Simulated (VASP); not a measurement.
Method: PBEsol GGA, VASP's PBE PAW potentials (set 64) (plane waves; VASP 6.6.1).

VASP ran on this input.

INCAR:
```
# general
SYSTEM =NbSi
PREC   =Accurate
ENCUT  =400
LREAL  =.False.
LASPH  =.True.

# electronic loop
EDIFF  =1E-6
NELM   =100
ALGO   =Normal
LMAXMIX=4

# smearing
ISMEAR =1
SIGMA  =0.1

# functional
GGA    =PS

# ions
IBRION =2
NSW    =60
ISIF   =3
EDIFFG =-0.01

# output
LWAVE  =.False.
LCHARG =.False.
```

**POSCAR**
```
NbSi
1
    2.9991288933     0.0000000000     0.0000000000
   -1.4995644467     2.5973217509     0.0000000000
   -0.0000000000    -0.0000000000     4.0378262613
Nb Si
1 1
Direct
  0.0000000000   0.0000000000   0.0000000000
  0.6666670000   0.3333330000   0.5000000000
```

File KPOINTS:
```
K-points
0
gamma
 13 13 8
```

POTCAR, in this order: Nb_sv Si (PBE.64 set). Program: vasp_std.

Problem. What does the run give for the energy per atom (σ→0), volume per atom, band gap (on the k-mesh)?

Solution. 
| Item | Result |
|---|---|
| energy per atom (σ→0) | -8.747 eV/atom |
| band gap (on the k-mesh) | none (metal, semimetal or under 0.01 eV) |
| volume per atom | 15.72 Å³/atom |

**OSZICAR**
```
...
DAV:   5    -0.174938951917E+02   -0.49312E-06   -0.38154E-06  3252   0.214E-02
   2 F= -.17493895E+02 E0= -.17493758E+02  d E =-.316564E-03
       N       E                     dE             d eps       ncg     rms          rms(c)
DAV:   1    -0.174940261532E+02   -0.13145E-03   -0.45631E-03  2616   0.794E-01    0.563E-02
DAV:   2    -0.174939320690E+02    0.94084E-04   -0.21607E-04  3272   0.150E-01    0.262E-02
DAV:   3    -0.174939137439E+02    0.18325E-04   -0.39484E-05  3900   0.681E-02    0.865E-03
DAV:   4    -0.174939130986E+02    0.64536E-06   -0.31076E-06  2924   0.177E-02
   3 F= -.17493913E+02 E0= -.17493784E+02  d E =-.334471E-03
```

The structure was generated: NbSi was put into the WC type (P-6m2), which need not be its known phase. This run relaxes it. Symmetry was kept, so distortions that lower it aren't found. The start is the result of an earlier pass. The electron count is odd and the run is not spin-polarised, which forces a metal.
